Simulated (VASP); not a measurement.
Output of a VASP run:

OSZICAR:
```
       N       E                     dE             d eps       ncg     rms          rms(c)
DAV:   1     0.173337981033E+03    0.17334E+03   -0.11770E+04  1680   0.148E+03
DAV:   2    -0.200632384411E+02   -0.19340E+03   -0.18679E+03  1680   0.315E+02
DAV:   3    -0.309691157082E+02   -0.10906E+02   -0.10337E+02  2342   0.970E+01
DAV:   4    -0.312831420579E+02   -0.31403E+00   -0.31230E+00  2602   0.145E+01
DAV:   5    -0.312885801529E+02   -0.54381E-02   -0.54386E-02  2432   0.179E+00    0.228E+01
DAV:   6    -0.371038652592E+02   -0.58153E+01   -0.18478E+02  2139   0.358E+02    0.190E+01
DAV:   7    -0.266414655093E+02    0.10462E+02   -0.41113E+01  2125   0.132E+02    0.499E+00
DAV:   8    -0.260318667701E+02    0.60960E+00   -0.40885E+00  2652   0.444E+01    0.102E+00
DAV:   9    -0.260098034407E+02    0.22063E-01   -0.29192E-01  2687   0.632E+00    0.665E-01
DAV:  10    -0.260152447895E+02   -0.54413E-02   -0.14739E-02  2679   0.243E+00    0.766E-01
DAV:  11    -0.260043288271E+02    0.10916E-01   -0.56915E-02  2625   0.640E+00    0.104E-01
DAV:  12    -0.260045994924E+02   -0.27067E-03   -0.28791E-03  1960   0.382E-01    0.676E-02
DAV:  13    -0.260045755370E+02    0.23955E-04   -0.81894E-05  2667   0.145E-01    0.505E-02
DAV:  14    -0.260045320271E+02    0.43510E-04   -0.11182E-04  2690   0.276E-01    0.162E-02
DAV:  15    -0.260045305721E+02    0.14550E-05   -0.38609E-05  2685   0.136E-01    0.698E-03
DAV:  16    -0.260045303714E+02    0.20070E-06   -0.12648E-06  2655   0.154E-02    0.583E-03
DAV:  17    -0.260045302348E+02    0.13652E-06   -0.12337E-07  2617   0.794E-03    0.444E-03
DAV:  18    -0.260045301051E+02    0.12975E-06   -0.62441E-07  2670   0.202E-02    0.184E-03
DAV:  19    -0.260045301104E+02   -0.53551E-08   -0.18478E-07  2700   0.883E-03    0.151E-03
DAV:  20    -0.260045300731E+02    0.37342E-07   -0.34364E-09  1165   0.996E-04    0.418E-04
DAV:  21    -0.260045300609E+02    0.12161E-07   -0.33307E-09  1085   0.113E-03    0.164E-04
DAV:  22    -0.260045300612E+02   -0.23692E-09   -0.24975E-09  1020   0.135E-03
   1 F= -.26004530E+02 E0= -.26004329E+02  d E =-.260045E+02
       N       E                     dE             d eps       ncg     rms          rms(c)
DAV:   1    -0.260045326586E+02   -0.25977E-05   -0.20568E-05  1816   0.268E-02    0.117E-03
DAV:   2    -0.260045326830E+02   -0.24349E-07   -0.81414E-07  2304   0.855E-03    0.759E-04
DAV:   3    -0.260045326852E+02   -0.21787E-08   -0.11455E-07  2562   0.716E-03    0.572E-04
DAV:   4    -0.260045326826E+02    0.25675E-08   -0.32171E-08  1634   0.492E-03
   2 F= -.26004533E+02 E0= -.26004332E+02  d E =-.262141E-05
       N       E                     dE             d eps       ncg     rms          rms(c)
DAV:   1    -0.260045342202E+02   -0.15350E-05   -0.47699E-05  1799   0.408E-02    0.178E-03
DAV:   2    -0.260045342669E+02   -0.46693E-07   -0.18506E-06  2277   0.123E-02    0.110E-03
DAV:   3    -0.260045342622E+02    0.46807E-08   -0.24745E-07  2636   0.967E-03    0.823E-04
DAV:   4    -0.260045342594E+02    0.27653E-08   -0.73778E-08  2227   0.710E-03
   3 F= -.26004534E+02 E0= -.26004334E+02  d E =-.157682E-05
```

### OUTCAR
```
------------------------ aborting loop because EDIFF is reached ----------------------------------------
  FORCE on cell =-STRESS in cart. coord.  units (eV):
  Direction    XX          YY          ZZ          XY          YZ          ZX
  --------------------------------------------------------------------------------------
  Total       -0.6028182     -0.6028182      1.6321734      0.0000000      0.0000000      0.0000000
  in kB      -11.1513399    -11.1513399     30.1930520      0.0000000      0.0000000      0.0000000
  external PRESSURE =       2.6301241 kB  Pullay stress =       0.0000000 kB
  volume of cell :       86.61
      direct lattice vectors                 reciprocal lattice vectors
    -3.011541420  3.011541420  2.387438545     0.000000000  0.166027934  0.209429475
     3.011541420 -3.011541420  2.387438545     0.166027934  0.000000000  0.209429475
     3.011541420  3.011541420 -2.387438545     0.166027934  0.166027934  0.000000000
 POSITION                                       TOTAL-FORCE (eV/Angst)
 -----------------------------------------------------------------------------------
      0.95262      3.96416      0.00000        -0.000020     -0.000020     -0.000000
      2.05892      0.95262     -0.00000         0.000020     -0.000020      0.000000
      0.95262      2.05892      2.38744        -0.000020      0.000020     -0.000000
      2.05892     -0.95262      2.38744         0.000020      0.000020      0.000000
      0.00000      0.00000      3.58116         0.000000     -0.000000     -0.000000
      0.00000      0.00000      1.19372        -0.000000      0.000000     -0.000000
 -----------------------------------------------------------------------------------
    total drift:                               -0.000000     -0.000000     -0.000000
  FREE ENERGIE OF THE ION-ELECTRON SYSTEM (eV)
  ---------------------------------------------------
  free  energy   TOTEN  =       -26.0045342594 eV

  energy  without entropy=      -26.0039334644  energy(sigma->0) =      -26.00433399

 reached required accuracy - stopping structural energy minimisation
```
(Selected blocks of OUTCAR.)

**POSCAR**
```
Al2Cu
1
   -3.0115414200     3.0115414200     2.3874385447
    3.0115414200    -3.0115414200     2.3874385447
    3.0115414200     3.0115414200    -2.3874385447
Al Cu
4 2
Direct
  0.6581036239   0.1581036239   0.8162072476
  0.1581036239   0.3418963761   0.5000000000
  0.8418963761   0.6581036239   0.5000000000
  0.3418963761   0.8418963761   0.1837927524
  0.7500000000   0.7500000000   0.0000000000
  0.2500000000   0.2500000000   0.0000000000
```

Reconstruct the remaining input files.

This is not unique; one that fits is the input of the run itself, PBEsol GGA, plane waves, VASP's PBE PAW potentials (set 64).

INCAR:
```
# general
SYSTEM  = Al2Cu
PREC    = Accurate
ENCUT   = 400   # plane-wave cut-off (eV)
LREAL   = .FALSE.
LASPH   = .TRUE.

# electronic loop
EDIFF   = 1E-8   # SCF stop (eV)
NELM    = 100   # most electronic steps
ALGO    = Normal   # blocked Davidson
LMAXMIX = 4   # l cut-off of mixed one-centre charges

# smearing
ISMEAR  = 1   # Methfessel-Paxton
SIGMA   = 0.1

# functional
GGA     = PS

# ions
IBRION  = 1
NSW     = 30
ISIF    = 2   # forces and stress, cell fixed
EDIFFG  = -0.001

# output
LWAVE   = .FALSE.
LCHARG  = .FALSE.
```

KPOINTS:
```
Automatic mesh
0
Gamma
7 7 7
0 0 0
```

POTCAR, in this order: Al Cu (PBE.64 set). Program: vasp_std.

The compound is Al2Cu in the sg140 structure. This run relaxes the ions in a fixed cell. Symmetry was kept, so distortions that lower it aren't found. The start is the result of an earlier pass.
